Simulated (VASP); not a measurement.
Input for VASP

INCAR:
```
SYSTEM = ZnS
PREC = Accurate
ENCUT = 400
EDIFF = 1E-6
NELM = 100
ALGO = Normal
LREAL = .FALSE.
LASPH = .TRUE.
ISMEAR = 0
SIGMA = 0.05
GGA = PE
LMAXMIX = 4
LWAVE = .FALSE.
LCHARG = .FALSE.
ISIF = 2
```

**KPOINTS**
```
Automatic mesh
0
Gamma
2 2 2
0 0 0
```

**POSCAR**
```
ZnS
1
    0.0000000000     2.7050000000     2.7050000000
    2.7050000000     0.0000000000     2.7050000000
    2.7050000000     2.7050000000     0.0000000000
Zn S
1 1
Direct
  0.0000000000   0.0000000000   0.0000000000
  0.2500000000   0.2500000000   0.2500000000
```

POTCAR, in this order: Zn S (PBE.64 set). Program: vasp_std.

Question: Translate this PBE calculation to Ansatz.

Answer: One equivalent input (not run):
Ansatz 0.2 input:
```yaml
crystal:
  lattice:
    - [0.0000000, 2.7050000, 2.7050000]
    - [2.7050000, 0.0000000, 2.7050000]
    - [2.7050000, 2.7050000, 0.0000000]
  atoms:
    - { symbol: Zn, position: [0.0000000, 0.0000000, 0.0000000] }
    - { symbol: S, position: [0.2500000, 0.2500000, 0.2500000] }
kpoints:
  mp_grid: { grid: [2, 2, 2] }
hamiltonian:
  xc: pbe
  pseudopotentials: { kind: paw }
scf:
  occupations: { method: gaussian, width: 0.05 }
  max_iter: 100
output: { forces: true, stress: true, eigenvalues: true }
```
Limits of the translation: each code has its own PAW files, so the cut-off isn't converted (ENCUT is set for VASP's; basis.ecutwfc is left out, and Ansatz then takes the one that its files recommend); Ansatz stops its SCF on the density residual and VASP on the energy change (EDIFF).

The compound is ZnS in the zinc blende structure. The cell was not relaxed at this level. The k-mesh is coarse (spacing up to 1.01 per Å, 2π included), so the numbers may not be converged in it. The run is one of a series of settings (KPOINTS 2×2×2 Γ-centred mesh against the base run), some of them coarse on purpose.
